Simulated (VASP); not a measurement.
These are PBE GGA, VASP's PBE PAW potentials (set 64) (plane waves; VASP) values and carry that method's errors.

The input files of a VASP run:

**INCAR**
```
EDIFF = 1E-6   # SCF stop (eV)
ISMEAR = 0   # Gaussian
ISIF = 3   # ions, shape and volume
ENCUT = 400   # plane-wave cut-off (eV)
IBRION = 2   # conjugate gradients
LCHARG = .False.
NSW = 60   # most ionic steps
SIGMA = 0.05
NELM = 100   # most electronic steps
PREC = Accurate
SYSTEM = Te
ALGO = Normal
EDIFFG = -0.01   # ionic stop
LMAXMIX = 4   # l cut-off of mixed one-centre charges
GGA = PE   # PBE
LREAL = .False.
LWAVE = .False.
LASPH = .True.   # aspherical one-centre terms
```

**KPOINTS**
```
kpoints
0
Gamma
  6 6 4
```

POSCAR:
```
Te
1
    2.2664896697    -3.9256749470     0.0000000000
    2.2664896697     3.9256749470    -0.0000000000
    0.0000000000     0.0000000000     5.9454442499
Te
3
Direct
  0.0000000000   0.2671591244   0.6666670000
  0.7328408756   0.7328408756   0.0000000000
  0.2671591244   0.0000000000   0.3333330000
```

POTCAR, in this order: Te (PBE.64 set). Program: vasp_std.

The run wrote:

OUTCAR:
```
 ion  position               nearest neighbor table
   1  0.000  0.267  0.667-   2 2.89   3 2.89   2 3.52   2 3.52   3 3.52   3 3.52
   2  0.733  0.733  0.000-   3 2.89   1 2.89   1 3.52   3 3.52   3 3.52   1 3.52
   3  0.267  0.000  0.333-   2 2.89   1 2.89   2 3.52   2 3.52   1 3.52   1 3.52
  LATTYP: Found a hexagonal cell.
 ALAT       =     4.5329790660
 C/A-ratio  =     1.3115975528
 Subroutine PRICEL returns:
 Original cell was already a primitive cell.
 Subroutine GETGRP returns: Found  6 space group operations
The static configuration has the point symmetry C_2 .
 The point group associated with its full space group is D_3 .
The dynamic configuration has the point symmetry C_2 .
 Subroutine INISYM returns: Found  6 space group operations
 Subroutine IBZKPT returns following result:
 Found     24 irreducible k-points:

 Following reciprocal coordinates:
            Coordinates               Weight
  0.000000  0.000000  0.000000      1.000000
  0.166667 -0.000000  0.000000      6.000000
  0.333333 -0.000000  0.000000      6.000000
  0.500000 -0.000000  0.000000      3.000000
  0.166667  0.166667  0.000000      6.000000
  0.333333  0.166667  0.000000     12.000000
...
```

### OSZICAR
```
       N       E                     dE             d eps       ncg     rms          rms(c)
DAV:   1     0.679563195514E+02    0.67956E+02   -0.56800E+03   624   0.893E+02
DAV:   2    -0.467480105119E+01   -0.72631E+02   -0.70116E+02   789   0.142E+02
DAV:   3    -0.935242910618E+01   -0.46776E+01   -0.46405E+01   749   0.414E+01
DAV:   4    -0.944523844334E+01   -0.92809E-01   -0.92756E-01   824   0.705E+00
DAV:   5    -0.944664290873E+01   -0.14045E-02   -0.14044E-02   764   0.783E-01    0.115E+01
DAV:   6    -0.942982271876E+01    0.16820E-01   -0.20798E-02   664   0.978E-01    0.730E+00
DAV:   7    -0.942753553631E+01    0.22872E-02   -0.44497E-02   659   0.146E+00    0.324E-01
DAV:   8    -0.942678694580E+01    0.74859E-03   -0.80963E-03   634   0.571E-01    0.147E-01
DAV:   9    -0.942682911908E+01   -0.42173E-04   -0.22609E-04   817   0.115E-01    0.101E-01
DAV:  10    -0.942686906955E+01   -0.39950E-04   -0.55628E-05   650   0.536E-02    0.185E-02
DAV:  11    -0.942686540504E+01    0.36645E-05   -0.14673E-05   644   0.259E-02    0.752E-03
DAV:  12    -0.942686572200E+01   -0.31696E-06   -0.13232E-06   417   0.792E-03
   1 F= -.94268657E+01 E0= -.94268638E+01  d E =-.942687E+01
```

**OUTCAR**
```
------------------------ aborting loop because EDIFF is reached ----------------------------------------
  FORCE on cell =-STRESS in cart. coord.  units (eV):
  Direction    XX          YY          ZZ          XY          YZ          ZX
  --------------------------------------------------------------------------------------
  Total       -0.0050003     -0.0050003      0.0048943      0.0000000      0.0000000      0.0000000
  in kB       -0.0757218     -0.0757218      0.0741169      0.0000000      0.0000000      0.0000000
  external PRESSURE =      -0.0257756 kB  Pullay stress =       0.0000000 kB
  volume of cell :      105.80
      direct lattice vectors                 reciprocal lattice vectors
     2.266489670 -3.925674947  0.000000000     0.220605462 -0.127366633  0.000000000
     2.266489670  3.925674947  0.000000000     0.220605462  0.127366633  0.000000000
     0.000000000  0.000000000  5.945444250     0.000000000  0.000000000  0.168196010
 POSITION                                       TOTAL-FORCE (eV/Angst)
 -----------------------------------------------------------------------------------
      0.60551      1.04878      3.96363         0.003719      0.006441      0.000000
      3.32195      0.00000      0.00000        -0.007437     -0.000000      0.000000
      0.60551     -1.04878      1.98181         0.003719     -0.006441     -0.000000
 -----------------------------------------------------------------------------------
    total drift:                               -0.000174     -0.000400      0.000013
  FREE ENERGIE OF THE ION-ELECTRON SYSTEM (eV)
  ---------------------------------------------------
  free  energy   TOTEN  =        -9.4268657220 eV

  energy  without entropy=       -9.4268618167  energy(sigma->0) =       -9.42686377

 reached required accuracy - stopping structural energy minimisation
```
(Selected blocks of OUTCAR.)

The compound is Te in the trig structure. It was relaxed first. The start is the result of an earlier pass.
